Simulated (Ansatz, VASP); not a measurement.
# Cross-check of LaB between VASP and Ansatz

One calculation is typed for both programs; each brings its own data sets. How far apart do they land? The two relaxations start from unlike cells of this crystal (the structure described is Ansatz's start), so only their ends are compared.

Method: plane waves, with VASP 6.6.1 beside it; relaxation of cell and atoms at PBE, in Ansatz 0.2.0.

### 1. Starting point

It takes space group Fm-3m (No. 225, cubic). The conventional cell has a = 4.849 Å, b = 4.849 Å, c = 4.849 Å, α = 90.00°, β = 90.00°, γ = 90.00°. Nearest to La lie 6 B at 2.42 Å. B has 6 La at 2.42 Å nearest. Farther neighbours are not listed.

Coordinates:

```xyz
2
Lattice="0.0000 2.4245 2.4245 2.4245 0.0000 2.4245 2.4245 2.4245 0.0000" Properties=species:S:1:pos:R:3 pbc="T T T"
La    0.0000    0.0000    0.0000
B     2.4245    2.4245    2.4245
```

### 2. VASP: relaxation of cell and atoms, PBE

The relaxed volume is the usual yardstick between codes: in a stiff, nearly cubic crystal its relative difference is about their pressure difference at one cell divided by the bulk modulus.

Lines of VASP's logs that name or quote its potential files are left out, and so is its time.

The input, INCAR:

```
SYSTEM = LaB
PREC = Accurate
ENCUT = 500
EDIFF = 1E-07
NELM = 200
ISMEAR = -1
SIGMA = 0.05
LREAL = .FALSE.
ALGO = Normal
GGA = PE
NBANDS = 13
LASPH = .TRUE.
LORBIT = 11
LWAVE = .FALSE.
LCHARG = .FALSE.
ISIF = 3
IBRION = 2
NSW = 80
EDIFFG = -0.005
GGA_COMPAT = .FALSE.
NELMIN = 4
LMAXMIX = 6
```

The input, POSCAR:

```
LaB
1.0
    0.0000000000      2.8369734614      2.8369734614
    2.8369734614      0.0000000000      2.8369734614
    2.8369734614      2.8369734614      0.0000000000
La B
1 1
Direct
    0.0000000000      0.0000000000      0.0000000000
    0.5000000000      0.5000000000      0.5000000000
```

The input, KPOINTS:

```
Automatic mesh
0
Gamma
9 9 9
0 0 0
```

PAW data sets: La and B (PBE family, release 64).

Launch:

```
$ mpirun -np 1 vasp_std
```

Numbers of over 12 decimals in the logs are rounded to 6 here.

Log:

```text
[banner, memory and clock lines left out]
running    1 mpi-ranks, on    1 nodes
 distrk:  each k-point on    1 cores,    1 groups
 distr:  one band on    1 cores,    1 groups

 POSCAR found type information on POSCAR LaB
 POSCAR found :  2 types and       2 ions
 LDA part: xc-table for (Slater+PW92), standard interpolation
 POSCAR, INCAR and KPOINTS ok, starting setup
 FFT: planning ... GRIDC
 FFT: planning ... GRID_SOFT
 FFT: planning ... GRID
 WAVECAR not read
 entering main loop
       N       E                     dE             d eps       ncg     rms          rms(c)
DAV:   1     0.111471024847E+03    0.11147E+03   -0.48676E+03   918   0.136E+03
DAV:   2    -0.219748564365E+01   -0.11367E+03   -0.10880E+03  1182   0.208E+02
DAV:   3    -0.104204392295E+02   -0.82230E+01   -0.78641E+01  1324   0.899E+01
DAV:   4    -0.107939117495E+02   -0.37347E+00   -0.36234E+00  1655   0.140E+01
DAV:   5    -0.108249145108E+02   -0.31003E-01   -0.30854E-01  1427   0.361E+00    0.381E+00
DAV:   6    -0.104562796657E+02    0.36863E+00   -0.18497E+00  1507   0.597E+00    0.194E+00
DAV:   7    -0.104610869032E+02   -0.48072E-02   -0.53975E-02  1428   0.187E+00    0.104E+00
DAV:   8    -0.104696376070E+02   -0.85507E-02   -0.40282E-02  1400   0.190E+00    0.218E-01
DAV:   9    -0.104702575918E+02   -0.61998E-03   -0.32221E-03  1690   0.532E-01    0.126E-01
DAV:  10    -0.104701810704E+02    0.76521E-04   -0.11090E-03  1530   0.407E-01    0.605E-02
DAV:  11    -0.104701457439E+02    0.35326E-04   -0.12128E-04  1567   0.130E-01    0.276E-02
DAV:  12    -0.104701462930E+02   -0.54908E-06   -0.44650E-05  1617   0.544E-02    0.581E-03
DAV:  13    -0.104701451126E+02    0.11803E-05   -0.46726E-06  1618   0.146E-02    0.396E-03
DAV:  14    -0.104701446911E+02    0.42157E-06   -0.31944E-07  1474   0.570E-03    0.161E-03
DAV:  15    -0.104701444452E+02    0.24589E-06   -0.15581E-07  1311   0.380E-03    0.206E-04
DAV:  16    -0.104701444567E+02   -0.11492E-07   -0.23702E-08   970   0.154E-03
   1 F= -.10470144E+02 E0= -.10447763E+02  d E =-.104701E+02
 curvature:   0.00 expect dE= 0.000E+00 dE for cont linesearch  0.000E+00
 trial: gam= 0.00000 g(F)=  0.265E-63 g(S)=  0.295E-04 ort = 0.000E+00 (trialstep = 0.100E+01)
 search vector abs. value=  0.295E-04
 bond charge predicted
       N       E                     dE             d eps       ncg     rms          rms(c)
DAV:   1    -0.104702923490E+02   -0.14790E-03   -0.44893E-03  1280   0.624E-01    0.558E-02
DAV:   2    -0.104701894211E+02    0.10293E-03   -0.31911E-04  1548   0.237E-01    0.278E-02
DAV:   3    -0.104701599735E+02    0.29448E-04   -0.19929E-04  1539   0.140E-01    0.757E-03
DAV:   4    -0.104701580948E+02    0.18787E-05   -0.12789E-05  1586   0.358E-02    0.372E-03
DAV:   5    -0.104701577173E+02    0.37747E-06   -0.12556E-06  1667   0.786E-03    0.302E-03
DAV:   6    -0.104701572643E+02    0.45304E-06   -0.17465E-07  1359   0.508E-03    0.149E-03
DAV:   7    -0.104701567576E+02    0.50673E-06   -0.29397E-07  1480   0.531E-03    0.267E-04
DAV:   8    -0.104701567480E+02    0.95971E-08   -0.23545E-08   966   0.104E-03
   2 F= -.10470157E+02 E0= -.10447752E+02  d E =-.122913E-04
 trial-energy change:   -0.000012  1 .order   -0.000013   -0.000029    0.000004
 step:   0.8720(harm=  0.8813)  dis= 0.00000  next Energy=   -10.470157 (dE=-0.125E-04)
 reached required accuracy - stopping structural energy minimisation
```

Parts of OUTCAR (step 2):

```text
ion  position               nearest neighbor table
   1  0.000  0.000  0.000-   2 2.84   2 2.84   2 2.84   2 2.84   2 2.84   2 2.84
   2  0.500  0.500  0.500-   1 2.84   1 2.84   1 2.84   1 2.84   1 2.84   1 2.84

  LATTYP: Found a face centered cubic cell.
 ALAT       =     5.6739469228

 Subroutine GETGRP returns: Found 48 space group operations
 (whereof 48 operations were pure point group operations)

The static configuration has the point symmetry O_h .

 Found     35 irreducible k-points:

   k-points           NKPTS =     35   k-points in BZ     NKDIM =     35   number of bands    NBANDS=     13

   dimension x,y,z NGX =    30 NGY =   30 NGZ =   30
   dimension x,y,z NGXF=    60 NGYF=   60 NGZF=   60

   ENCUT  =  500.0 eV  36.75 Ry    6.06 a.u.   7.31  7.31  7.31*2*pi/ulx,y,z

   NELECT =      14.0000    total number of electrons

 k-points in reciprocal lattice and weights: Automatic mesh
   0.00000000  0.00000000  0.00000000       0.001
   0.11111111  0.00000000  0.00000000       0.011
   0.22222222  0.00000000  0.00000000       0.011
   0.33333333  0.00000000  0.00000000       0.011
   0.44444444  0.00000000  0.00000000       0.011
   0.11111111  0.11111111  0.00000000       0.008
   0.22222222  0.11111111  0.00000000       0.033
   0.33333333  0.11111111  0.00000000       0.033
   0.44444444  0.11111111  0.00000000       0.033
[...]
-0.33333333  0.44444444  0.11111111       0.033
  -0.33333333  0.44444444  0.22222222       0.033

 average (electrostatic) potential at core
       1 -96.7744       2 -25.8257

 E-fermi :   6.4062

 k-point     1 :       0.0000    0.0000    0.0000
  band No.  band energies     occupation
      1     -25.2987      2.00000
      2      -8.6619      2.00000
      3      -8.6619      2.00000
      4      -8.6619      2.00000
      5       0.0293      2.00000
      6       7.5387      0.00000
      7       7.5387      0.00000
      8       7.5387      0.00000
      9       8.5717      0.00000
     10       8.5717      0.00000
    ...

 k-point     2 :       0.1111    0.0000    0.0000
  band No.  band energies     occupation
      1     -25.2876      2.00000
      2      -8.7877      2.00000
      3      -8.6721      2.00000
      4      -8.6721      2.00000
      5       0.2711      2.00000
      6       6.9975      0.00001
      7       7.1722      0.00000
      8       7.1722      0.00000
      9       8.4447      0.00000
     10       8.7321      0.00000
    ...

 k-point     3 :       0.2222    0.0000    0.0000
  band No.  band energies     occupation
    ...
      2      -9.0867      2.00000
      3      -8.6975      2.00000
      4      -8.6975      2.00000
      5       0.8979      2.00000
      6       5.9562      1.99975
      7       6.5025      0.25445
      8       6.5025      0.25445
      9       8.4755      0.00000
     10       9.0281      0.00000
     11       9.0281      0.00000
    ...

  Total       -0.0027187     -0.0027187     -0.0027187     -0.0000000      0.0000000     -0.0000000
  in kB       -0.0952457     -0.0952457     -0.0952457     -0.0000000      0.0000000     -0.0000000
  external PRESSURE =      -0.0952457 kB  Pullay stress =       0.0000000 kB

  energy-cutoff  :      500.00
  volume of cell :       45.73
      direct lattice vectors                 reciprocal lattice vectors
    -0.000000000  2.838354602  2.838354602    -0.176158398  0.176158398  0.176158398
     2.838354602 -0.000000000  2.838354602     0.176158398 -0.176158398  0.176158398
     2.838354602  2.838354602 -0.000000000     0.176158398  0.176158398 -0.176158398

 POSITION                                       TOTAL-FORCE (eV/Angst)
 -----------------------------------------------------------------------------------
      2.83835      2.83835      5.67671         0.000000     -0.000000      0.000000
      2.83835      2.83835      2.83835        -0.000000      0.000000     -0.000000
 -----------------------------------------------------------------------------------
    total drift:                                0.000000      0.000000      0.000000

  FREE ENERGIE OF THE ION-ELECTRON SYSTEM (eV)
  ---------------------------------------------------
  free  energy   TOTEN  =       -10.4701567480 eV

  energy  without entropy=      -10.4253478739  energy(sigma->0) =      -10.44775231

 reached required accuracy - stopping structural energy minimisation

 total charge
# of ion       s       p       d       f       tot
--------------------------------------------------
    1        2.040   5.615   0.816   0.097   8.569
    2        0.789   0.820   0.000   0.000   1.608
--------------------------------------------------
tot          2.829   6.435   0.816   0.097  10.177

[... 3 further parts left out ...]
```

CONTCAR:

```
LaB
   1.00000000000000
    -0.0000000000000000    2.8383546018761390    2.8383546018761390
     2.8383546018761390   -0.0000000000000000    2.8383546018761390
     2.8383546018761390    2.8383546018761390   -0.0000000000000000
  La              B
     1     1
Direct
     1.0000000000000000    1.0000000000000000    0.0000000000000000
     0.5000000000000000    0.5000000000000000    0.5000000000000000
```

The k-mesh is coarse for a metal. The run keeps the 48 symmetry operations of its start, so it cannot find a distortion of lower symmetry.

### 3. Ansatz: relaxation of cell and atoms, PBE

Ansatz runs on its PAW soft_1 files.

Its own start cell and the same functional, mesh and smearing now go to Ansatz, which takes its cutoff from its data sets.

The input, input.yaml:

```yaml
crystal:
  lattice:
    - [0.0, 2.4245, 2.4245]
    - [2.4245, 0.0, 2.4245]
    - [2.4245, 2.4245, 0.0]
  atoms:
    - { symbol: La, position: [0.0, 0.0, 0.0] }
    - { symbol: B, position: [0.5, 0.5, 0.5] }
kpoints:
  mp_grid: { grid: [9, 9, 9] }
scf:
  occupations: { method: fermi_dirac, width: 0.05 }
hamiltonian:
  xc: pbe
  pseudopotentials: { kind: paw, azcp: { folder: soft_1 } }
relax:
  f_tol: 0.015
  max_steps: 70
  cell: {}
output:
  forces: true
  stress: true
```

Launch:

```
$ ansatz run input.yaml --threads 4 --pin off --max-ram 8192MiB --backend cpu --events-out ev --progress --plain --runs-dir out
```

Log:

```text
Engine: ansatz 0.2.0, x86_64-unknown-linux-gnu
Pseudopotentials: kind: paw
Pseudopotential: La, paw, valence charge 11, recommended cutoff 420 eV (normal), soft_1/La.paw.azcp
Pseudopotential: B, paw, valence charge 3, recommended cutoff 420 eV (normal), soft_1/B.paw.azcp
Functional definition: PBE
  parameter kappa = 0.804
  parameter beta = 0.066725
  exchange = pbe_x(kappa = kappa, mu = beta*pi^2/3)
  correlation = pbe_c(beta = beta)
Crystal: 2 atoms, lattice volume = 28.503 Å³
Basis set: ecut = 420 eV, 537 PW (Γ), exchange–correlation on 48×48×48 points (8 copies of the dense FFT grid, shifted against one another)
Bands: 11, of which v1, the nominal top of the filled ones, is band 7 counted from 1 (6 counted from 0)
Symmetry: 48 space group operations
Space group: Fm-3m (ITA 225), of the structure as read, at distance tolerance 3.1e-5 Å
k-points: 35 of 729
Non-local potential: La, projectors of the file, l = 0: 3, l = 1: 2, l = 2: 2, l = 3: 3
Non-local potential: B, projectors of the file, l = 0: 2, l = 1: 2, l = 2: 1
PAW form: soft (Blöchl's): semilocal exchange-correlation on the pseudo side does not see the compensation charge
PAW one-centre angular grid: La, 590 points (default); XC on 64 Gauss nodes
PAW one-centre angular grid: B, 110 points (default); XC on 64 Gauss nodes
Initial density: superposition of atomic densities (chi_scale 0.1, normalization cell, long waves kept (reshape's long-wave potential 0.00 eV rms))
Initial wavefunctions: pseudopotential atomic-orbital guess
Functional: x = pbe(κ = 0.804, μ = 0.219515), c = pbe(β = 0.066725)
SCF iter   1: F=—  HF=-6403.614087 eV  |F-HF|=—  |Δ(HF+E_count)|=         —  Δρ=6.55e-2  dr2=1.90e0  ethr=3.10e-3  ⟨swp⟩=4.3  Hψ=1985  notcnv=0
preconditioner: auto → none  [metal: Δε(μ)=0.012 eV  Ē_g=11.728 eV  σ=0.050 eV  W_gap=0.06  n_scr=8 (ndim 8)  ℏωp=24.1 eV  f_vac=0.000  D(μ)=3.09/eV (n_scr^D=50)  sad-step TF]
SCF iter   2: F=—  HF=-6403.144401 eV  |F-HF|=—  |Δ(HF+E_count)|=   4.70e-1  Δρ=2.97e-2  dr2=3.54e-1  ethr=3.10e-3  ⟨swp⟩=2.3  Hψ=919  notcnv=0  defer=1
SCF iter   3: F=—  HF=-6403.016311 eV  |F-HF|=—  |Δ(HF+E_count)|=   1.28e-1  Δρ=4.25e-3  dr2=6.73e-3  ethr=2.53e-3  ⟨swp⟩=3.2  Hψ=760  notcnv=0  defer=1
SCF iter   4: F=—  HF=-6403.014296 eV  |F-HF|=—  |Δ(HF+E_count)|=   2.02e-3  Δρ=7.75e-4  dr2=1.24e-4  ethr=4.81e-5  ⟨swp⟩=2.3  Hψ=725  notcnv=0  defer=1
SCF iter   5: F=—  HF=-6403.014396 eV  |F-HF|=—  |Δ(HF+E_count)|=   9.96e-5  Δρ=2.60e-4  dr2=2.66e-5  ethr=8.87e-7  ⟨swp⟩=2.0  Hψ=757  notcnv=0  defer=1
SCF iter   6: F=—  HF=-6403.014388 eV  |F-HF|=—  |Δ(HF+E_count)|=   7.76e-6  Δρ=2.91e-5  dr2=2.27e-7  ethr=1.90e-7  ⟨swp⟩=2.6  Hψ=588  notcnv=0  defer=1
SCF iter   7: F=-6403.014388 eV  HF=-6403.014388 eV  |F-HF|=2.41e-9  |Δ(HF+E_count)|=   8.85e-8  Δρ=3.53e-6  dr2=3.44e-9  ethr=7.14e-10  ⟨swp⟩=4.9  Hψ=1330  notcnv=0
SCF 1 converged in 7 iterations: F = -6403.014388 eV  dr2 = 3.44e-9
  greatest PAW one-centre occupation: 0.971 electrons in one spin orbital (limit 2), on the La atom at site 0 (counted from 0), in its partial waves of l = 0
relax step   1: F+E_penalty+E_count = -6403.01438771 eV  Δ(F+E_penalty+E_count) = +0.000e0 eV  max|allowed force component| = 1.759e-30 eV/Å  Δτ_max = 0.0000 Å  P = +54.536 GPa  Ω = 28.503 Å³  (7 SCF iters, dr2 threshold 1.00e-7 eV, accepted)
[...]
relax step   7: F+E_penalty+E_count = -6405.08263976 eV  Δ(F+E_penalty+E_count) = -4.568e-2 eV  max|allowed force component| = 6.574e-31 eV/Å  Δτ_max = 0.0000 Å  P = +1.126 GPa  Ω = 44.828 Å³  stress off target by 1.13e0 GPa  SCF on the basis re-selected at this cell (its energy is not comparable with the rows above)  (7 SCF iters)
[...]
relax step   8: F+E_penalty+E_count = -6405.08555293 eV  Δ(F+E_penalty+E_count) = -2.913e-3 eV  max|allowed force component| = 2.958e-31 eV/Å  Δτ_max = 0.0000 Å  P = +0.148 GPa  Ω = 45.610 Å³  energy of the carried Pulay correction = -1.725e-4 eV  (5 SCF iters, dr2 threshold 2.00e-7 eV, accepted)
[...]
relax step   9: F+E_penalty+E_count = -6405.08558106 eV  Δ(F+E_penalty+E_count) = -2.812e-5 eV  max|allowed force component| = 3.862e-30 eV/Å  Δτ_max = 0.0000 Å  P = +0.003 GPa  Ω = 45.730 Å³  energy of the carried Pulay correction = -2.014e-4 eV  (4 SCF iters, dr2 threshold 5.49e-8 eV, accepted)
[...]
relax step  10: F+E_penalty+E_count = -6405.08579065 eV  Δ(F+E_penalty+E_count) = -2.096e-4 eV  max|allowed force component| = 3.583e-30 eV/Å  Δτ_max = 0.0000 Å  P = +0.002 GPa  Ω = 45.730 Å³  stress off target by 2.39e-3 GPa  SCF on the basis re-selected at this cell (its energy is not comparable with the rows above)  (5 SCF iters)
basis re-selected at this cell: Δ(F+E_penalty+E_count) = -2.096e-4 eV, ΔP = -0.001 GPa vs the last step (what re-selecting the basis moved, of the pressure what is left beyond the Pulay correction that the steps carried, after the strain that the cell walked since its last selection, with what the two solves' SCF thresholds leave and, on support functions, any second-order correction that the steps lacked; it is no m [...]
SCF converged after 5 iterations
Free energy (F): -6405.085791 eV
Harris-Foulkes:  -6405.085791 eV  (|F-HF|=3.64e-12)
Internal energy: -6405.040728 eV  (E = F + TS)
E sigma→0 (E₀):  -6405.063259 eV
Entropy (-TS):   -0.045063 eV (-22.531 meV/atom)
Fermi energy:    9.432775 eV
--- Per-component energies (eV) ---
  E_band       = -36.508242
  E_kinetic    = 227.791081
  E_local      = -324.879127  (includes V_loc(G=0)·N_el)
  E_nonlocal   = 97.238755
  E_hartree    = 109.302242
  E_xc         = -173.314052
  E_vxc        = -180.479012  (∫ρ·V_xc dr)
  E_paw        = -5493.991113  (= ΣΔE_a)
  E_vpaw       = -74.784437  (= ΣTr[D̂ρ^β])
  E_aug_tail   = 0.000003  (compensation charges beyond the density's cutoff)
  E_ewald      = -847.188516
  E_smearing   = -0.045063  (= −TS)
  E_closure    = 0.000000  (closes the sum)
  Σ components = -6405.085791   (vs F -6405.085791, Δ=0.00e0)
--- Forces (eV/Å), atoms counted from 1 ---
  atom   1  La     0.00000000    -0.00000000    -0.00000000
  atom   2  B     -0.00000000     0.00000000     0.00000000
  max |Σ_I F_I| component: 2.17e-30 eV/Å
--- Stress (GPa, compression-positive) ---
        0.002387      -0.000000      -0.000000
       -0.000000       0.002387      -0.000000
       -0.000000      -0.000000       0.002387
  P = ⅓ Tr σ = 0.0024 GPa (0.024 kbar)
--- Relaxed structure (8 steps of the walk, 8 accepted, 2 SCFs on fresh bases) ---
  F+E_penalty+E_count = -6405.08579065 eV   max|allowed force component| = 3.583e-30 eV/Å   (the final SCF, on the basis selected at the relaxed cell)
  cell:  # Å, volume = 45.7305 Å³
    - [0, 2.838302, 2.838302]
    - [2.838302, 0, 2.838302]
    - [2.838302, 2.838302, 0]
  atoms:
    - { symbol: La, position: [0, 0, 0] }
    - { symbol: B, position: [0.500000, 0.500000, 0.500000] }
```

The column dr2 measures how far the density is from self-consistency, as an energy; F and HF (Harris–Foulkes) agree once it is small.

### 4. Differences

Known differences besides the potentials themselves: the cutoff is 420 eV in Ansatz and 500 eV in VASP; Ansatz adds a Pulay correction to the stress that steers its cell, VASP none. Total energies have different zeros and are not compared.

Compared:

| quantity | Ansatz | VASP | difference |
| --- | --- | --- | --- |
| volume (Å³) | 45.73 | 45.73 | -0.01 % |
| edge a after relaxation, in the typed setting (Å) | 4.014 | 4.014 | +0.00 % |

### 5. Results

| Item | Value |
| --- | --- |
| difference in volume (relaxation of cell and atoms, PBE) | -0.0056 % |

In words: The difference in volume is -0.0056 % (relaxation of cell and atoms, PBE), within the 1.2 % picked in this series as the mark of a large difference, as far as the stopping tolerances let one tell. Such differences can come from data sets, numerical settings and the points named under the comparisons, not from the functional's error against experiment.

[Lines on the potential files, build, host, timing and source positions are cut from VASP's logs without a mark.]

[Logs are printed without paths, hosts, clocks, repeated set-up lines and the standing remarks that a program may print on its own settings, such as how far it seeks lower states.]

[Hosts, paths, dates, database ids (printed as entryN), source tags and the programs' standing remarks are cut or masked in the printed files.]
